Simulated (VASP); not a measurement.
Data:

```
Ga
1.0
    2.28728    -3.94361     0.00000
    2.28728     3.94361     0.00000
    0.00000     0.00000     4.68843
Ga
4
Cartesian
  2.28728   2.71646   4.31133
  2.28728   1.22716   1.96712
  2.28728  -1.22716   2.72131
  2.28728  -2.71646   0.37710
```

The numbers are results of RPBE GGA, VASP's PBE PAW potentials (set 64) (plane waves; VASP 6.6.1), not measurements. Settings: 520 eV cut-off, Gaussian smearing of 0.050 eV, potentials Ga_d.

Problem. Estimate the band gap (along the path) with the smallest direct gap where there is one.

Solution. 
```
Property                                                     Result
-------------------------  ----------------------------------------
band gap (along the path)  none (metal, semimetal or under 0.01 eV)
```

The absolute energy has meaning only against runs of the same code, potentials and settings.

The compound is Ga in the alpha structure. It was relaxed first, which changed the volume by +8 %.
